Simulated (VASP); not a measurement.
Output of a VASP run:

File OUTCAR:
```
 ion  position               nearest neighbor table
   1  0.000  0.000  0.000-   2 2.31   2 2.31   2 2.31   2 2.31   2 2.31   2 2.31
   2  0.500  0.500  0.500-   1 2.31   1 2.31   1 2.31   1 2.31   1 2.31   1 2.31
  LATTYP: Found a face centered cubic cell.
 ALAT       =     4.6104000000
 Subroutine PRICEL returns:
 Original cell was already a primitive cell.
 Subroutine GETGRP returns: Found 48 space group operations
The static configuration has the point symmetry O_h .
The dynamic configuration has the point symmetry O_h .
 Subroutine INISYM returns: Found 48 space group operations
 Subroutine IBZKPT returns following result:
 Found     72 irreducible k-points:

 Following reciprocal coordinates:
            Coordinates               Weight
  0.000000  0.000000  0.000000      1.000000
  0.083333  0.000000  0.000000      8.000000
  0.166667  0.000000  0.000000      8.000000
  0.250000  0.000000  0.000000      8.000000
  0.333333  0.000000  0.000000      8.000000
  0.416667  0.000000  0.000000      8.000000
  0.500000  0.000000  0.000000      4.000000
  0.083333  0.083333  0.000000      6.000000
  0.166667  0.083333  0.000000     24.000000
  0.250000  0.083333  0.000000     24.000000
  0.333333  0.083333  0.000000     24.000000
  0.416667  0.083333  0.000000     24.000000
  0.500000  0.083333  0.000000     24.000000
 -0.416667  0.083333  0.000000     24.000000
 -0.333333  0.083333  0.000000     24.000000
 -0.250000  0.083333  0.000000     24.000000
 -0.166667  0.083333  0.000000     24.000000
 -0.083333  0.083333  0.000000     12.000000
  0.166667  0.166667  0.000000      6.000000
  0.250000  0.166667  0.000000     24.000000
  0.333333  0.166667  0.000000     24.000000
  0.416667  0.166667  0.000000     24.000000
  0.500000  0.166667  0.000000     24.000000
 -0.416667  0.166667  0.000000     24.000000
 -0.333333  0.166667  0.000000     24.000000
 -0.250000  0.166667  0.000000     24.000000
 -0.166667  0.166667  0.000000     12.000000
  0.250000  0.250000  0.000000      6.000000
  0.333333  0.250000  0.000000     24.000000
  0.416667  0.250000  0.000000     24.000000
  0.500000  0.250000  0.000000     24.000000
 -0.416667  0.250000  0.000000     24.000000
 -0.333333  0.250000  0.000000     24.000000
 -0.250000  0.250000  0.000000     12.000000
  0.333333  0.333333  0.000000      6.000000
  0.416667  0.333333  0.000000     24.000000
  0.500000  0.333333  0.000000     24.000000
 -0.416667  0.333333  0.000000     24.000000
 -0.333333  0.333333  0.000000     12.000000
  0.416667  0.416667  0.000000      6.000000
   k-points           NKPTS =     72   k-points in BZ     NKDIM =     72   number of bands    NBANDS=     11
   number of dos      NEDOS =    301   number of ions     NIONS =      2
   total plane-waves  NPLWV =  13824
   dimension x,y,z NGX =    24 NGY =   24 NGZ =   24
   dimension x,y,z NGXF=    48 NGYF=   48 NGZF=   48
   ions per type =               1   1
   PREC   = accura    normal or accurate (medium, high low for compatibility)
   ISTART =      0    job   : 0-new  1-cont  2-samecut
   ICHARG =      2    charge: 1-file 2-atom 10-const
   ISPIN  =      1    spin polarized calculation?
   LNONCOLLINEAR =      F non collinear calculations
   LSORBIT =      F    spin-orbit coupling
   INIWAV =      1    electr: 0-lowe 1-rand  2-diag
   ENCUT  =  520.0 eV  38.22 Ry    6.18 a.u.   6.06  6.06  6.06*2*pi/ulx,y,z
   NELM   =    100;   NELMIN=  2; NELMDL= -5     # of ELM steps
   EDIFF  = 0.1E-05   stopping-criterion for ELM
   LREAL  =      F    real-space projection
   NLSPLINE    = F    spline interpolate recip. space projectors
   LMAXMIX     =    6 max onsite mixed and CHGCAR
   VOSKOWN=      0    Vosko Wilk Nusair interpolation
   EDIFFG = 0.1E-04   stopping-criterion for IOM
   NSW    =      0    number of steps for IOM
   NBLOCK =      1;   KBLOCK =      1    inner block; outer block
   IBRION =     -1    ionic relax: 0-MD 1-quasi-New 2-CG
...
```

**OSZICAR**
```
       N       E                     dE             d eps       ncg     rms          rms(c)
DAV:   1     0.386426767968E+02    0.38643E+02   -0.83186E+03  1584   0.128E+03
DAV:   2    -0.223142929588E+02   -0.60957E+02   -0.57936E+02  2041   0.251E+02
DAV:   3    -0.247164883409E+02   -0.24022E+01   -0.23704E+01  2068   0.430E+01
DAV:   4    -0.247390925526E+02   -0.22604E-01   -0.22537E-01  1900   0.421E+00
DAV:   5    -0.247395623536E+02   -0.46980E-03   -0.46925E-03  2063   0.407E-01    0.436E+01
DAV:   6    -0.218341854126E+02    0.29054E+01   -0.16311E+01  1839   0.278E+01    0.376E+01
DAV:   7    -0.217472873804E+02    0.86898E-01   -0.74811E-01  1791   0.776E+00    0.251E+01
DAV:   8    -0.217339421365E+02    0.13345E-01   -0.19743E-01  1825   0.401E+00    0.642E+00
DAV:   9    -0.217191492822E+02    0.14793E-01   -0.84153E-02  1868   0.199E+00    0.142E+00
DAV:  10    -0.217187105628E+02    0.43872E-03   -0.27079E-03  1853   0.486E-01    0.343E-01
DAV:  11    -0.217187150776E+02   -0.45148E-05   -0.30652E-04  1993   0.146E-01    0.425E-02
DAV:  12    -0.217187114470E+02    0.36306E-05   -0.20556E-05  1981   0.405E-02    0.366E-02
DAV:  13    -0.217187110990E+02    0.34806E-06   -0.75143E-07  1023   0.961E-03
   1 F= -.21718711E+02 E0= -.21718760E+02  d E =0.147572E-03
```

File OUTCAR:
```
------------------------ aborting loop because EDIFF is reached ----------------------------------------
  FORCE on cell =-STRESS in cart. coord.  units (eV):
  Direction    XX          YY          ZZ          XY          YZ          ZX
  --------------------------------------------------------------------------------------
  Total       -1.8624678     -1.8624678     -1.8624678      0.0000000     -0.0000000      0.0000000
  in kB     -121.7989472   -121.7989472   -121.7989472      0.0000000     -0.0000000      0.0000000
  external PRESSURE =    -121.7989472 kB  Pullay stress =       0.0000000 kB
  volume of cell :       24.50
      direct lattice vectors                 reciprocal lattice vectors
     0.000000000  2.305200000  2.305200000    -0.216900920  0.216900920  0.216900920
     2.305200000  0.000000000  2.305200000     0.216900920 -0.216900920  0.216900920
     2.305200000  2.305200000  0.000000000     0.216900920  0.216900920 -0.216900920
 POSITION                                       TOTAL-FORCE (eV/Angst)
 -----------------------------------------------------------------------------------
      0.00000      0.00000      0.00000        -0.000000     -0.000000     -0.000000
      2.30520      2.30520      2.30520         0.000000      0.000000      0.000000
 -----------------------------------------------------------------------------------
    total drift:                                0.000000     -0.000000     -0.000000
  FREE ENERGIE OF THE ION-ELECTRON SYSTEM (eV)
  ---------------------------------------------------
  free  energy   TOTEN  =       -21.7187110990 eV

  energy  without entropy=      -21.7188586712  energy(sigma->0) =      -21.71876029
```
(Selected blocks of OUTCAR.)

### POSCAR
```
HfN
1
    0.0000000000     2.3052000000     2.3052000000
    2.3052000000     0.0000000000     2.3052000000
    2.3052000000     2.3052000000     0.0000000000
Hf N
1 1
Direct
  0.0000000000   0.0000000000   0.0000000000
  0.5000000000   0.5000000000   0.5000000000
```

**Question.** Write an INCAR and KPOINTS that could have produced this output.

**Answer.** Several could match; the one computed here: the input of the run itself, PBE GGA, plane waves, VASP's PBE PAW potentials (set 64).

File KPOINTS:
```
Automatic mesh
0
Gamma
12 12 12
0 0 0
```

### INCAR
```
# general
SYSTEM  = HfN
PREC    = Accurate
ENCUT   = 520
LREAL   = .False.
LASPH   = .True.

# electronic loop
EDIFF   = 1E-6
NELM    = 100
ALGO    = Normal
LMAXMIX = 6

# smearing
ISMEAR  = 1
SIGMA   = 0.05

# functional
GGA     = PE

# ions
ISIF    = 2

# output
LWAVE   = .False.
LCHARG  = .False.
```

POTCAR, in this order: Hf_pv N (PBE.64 set). Program: vasp_std.

The compound is HfN in the rock salt structure. The cell was not relaxed at this level. The run is one of a series of settings (SIGMA = 0.05 against the base run), some of them coarse on purpose. The electron count is odd and the run is not spin-polarised, which forces a metal.
